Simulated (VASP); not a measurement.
Here is a VASP 6.6.1 calculation.

Contents of INCAR:

```
PREC = Normal ; ENCUT = 520
EDIFF = 1E-4 ; ISMEAR = 0
SIGMA = 0.15 ; LREAL = False
LASPH = True ; NELM = 60
ALGO = Fast ; ISIF = 3
LWAVE = False ; LCHARG = False
GGA = PE ; IBRION = 2
NSW = 24 ; EDIFFG = -0.08
```

The input KPOINTS:

```
regular mesh
0
Gamma
  4 4 4
```

The input POSCAR:

```
TiBrF3
1.0
    4.0706125900      0.0000000000      0.0000000000
    0.0000000000      4.0706125900      0.0000000000
    0.0000000000      0.0000000000      4.0706125900
Ti Br F
1 1 3
Direct
    0.5000000000      0.5000000000      0.5000000000
    0.0000000000      0.0000000000      0.0000000000
    0.5000000000      0.5000000000      0.0000000000
    0.0000000000      0.5000000000      0.5000000000
    0.5000000000      0.0000000000      0.5000000000
```

Potentials or basis: VASP PAW PBE potentials, release 64 (Ti_sv, Br, F).

The run is started by

```bash
$ cat potpaw_PBE.64/Ti_sv/POTCAR potpaw_PBE.64/Br/POTCAR potpaw_PBE.64/F/POTCAR > POTCAR
$ mpirun -np 1 vasp_std > vasp.out
```

**Question.** What does it give for the space group after relaxing (to 0.05 Å)?

**Answer.** Pm-3m (No. 221).

**Question.** Predict the relaxed volume.

**Answer.** 13.68 Å³/atom.

**Question.** Predict the band gap on the k mesh.

**Answer.** None (metal or under the smearing width).

Step by step:
| step | energy change (eV) | largest force (eV/Å) | pressure (GPa) | volume (Å³) |
| --- | --- | --- | --- | --- |
| 1 | 0.0000 | 0.0000 | 1.14 | 67.45 |
| 2 | -0.0037 | 0.0000 | -0.18 | 68.39 |

Caveat: the k mesh is coarse (spacing up to 0.39 Å⁻¹), so the values aren't converged; semilocal functionals often make such compounds metallic where correlation or magnetic order opens a gap, which also shifts bond lengths; the relaxation stopped at a loose force limit of 0.08 eV/Å, so its end isn't a converged minimum.
